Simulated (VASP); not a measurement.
Data:

```
Pb
1.0
    0.00000     2.47500     2.47500
    2.47500     0.00000     2.47500
    2.47500     2.47500     0.00000
Pb
1
Direct
  0.00000   0.00000   0.00000
```

Level of theory: PBE GGA, VASP's PBE PAW potentials (set 64) (plane waves; VASP). Numerical set-up: 300 eV cut-off, 9×9×9 Γ-centred mesh, Fermi-Dirac smearing of 0.10 eV, potentials Pb_d.

At this cut-off the stress carries a Pulay error, which pulls relaxed volumes low. Unless said otherwise, spin-orbit coupling is left out, though it shifts the bands of the heavy elements here.

Estimate the energy per atom (σ→0), pressure, band gap (on the k-mesh) with the smallest direct gap where there is one.

```yaml
band gap (on the k-mesh): none (metal, semimetal or under 0.01 eV)
energy per atom (σ→0): -3.569 eV/atom
pressure: 16.1 kbar
```

The structure is a typed Pb crystal (Fm-3m). The cell was not relaxed at this level.
